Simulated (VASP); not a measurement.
Input for VASP

**POSCAR**
```
Au
1
    0.0000000000     2.0229645209     2.0229645209
    2.0229645209    -0.0000000000     2.0229645209
    2.0229645209     2.0229645209    -0.0000000000
Au
1
Direct
  0.0000000000   0.0000000000   0.0000000000
```

INCAR:
```
NSW = 40
EDIFFG = -0.01
ENCUT = 480   # plane-wave cut-off (eV)
IBRION = 2   # conjugate gradients
LWAVE = .FALSE.
ISMEAR = 1
GGA = PS   # PBEsol
ISIF = 3   # ions, shape and volume
NELM = 100
LASPH = .TRUE.
EDIFF = 1E-7
PSTRESS = 50   # kbar
ALGO = Normal
LCHARG = .FALSE.
SYSTEM = Au
LMAXMIX = 6   # l cut-off of mixed one-centre charges
LREAL = .FALSE.   # projection in real space or not
SIGMA = 0.1
PREC = Accurate
```

**KPOINTS**
```
Automatic mesh
0
Gamma
14 14 14
0 0 0
```

POTCAR, in this order: Au (PBE.64 set). Program: vasp_std.

Task: Write an equivalent input for Ansatz.

Result: One equivalent input (not run):
Ansatz 0.2 input:
```yaml
crystal:
  lattice:
    - [0.0000000, 2.0229645, 2.0229645]
    - [2.0229645, 0.0000000, 2.0229645]
    - [2.0229645, 2.0229645, 0.0000000]
  atoms:
    - { symbol: Au, position: [0.0000000, 0.0000000, 0.0000000] }
kpoints:
  mp_grid: { grid: [14, 14, 14] }
hamiltonian:
  xc: pbesol
  pseudopotentials: { kind: paw }
scf:
  occupations: { method: methfessel_paxton, width: 0.1 }
  max_iter: 100
relax:
  max_steps: 40
  f_tol: 0.01
  cell: { p_target: 5 }
output: { forces: true, stress: true, eigenvalues: true }
```
Limits of the translation: each code has its own PAW files, so the cut-off isn't converted (ENCUT is set for VASP's; basis.ecutwfc is left out, and Ansatz then takes the one that its files recommend); Ansatz stops its SCF on the density residual and VASP on the energy change (EDIFF).

The compound is Au in the fcc structure. It was relaxed first under an external pressure of 5 GPa.
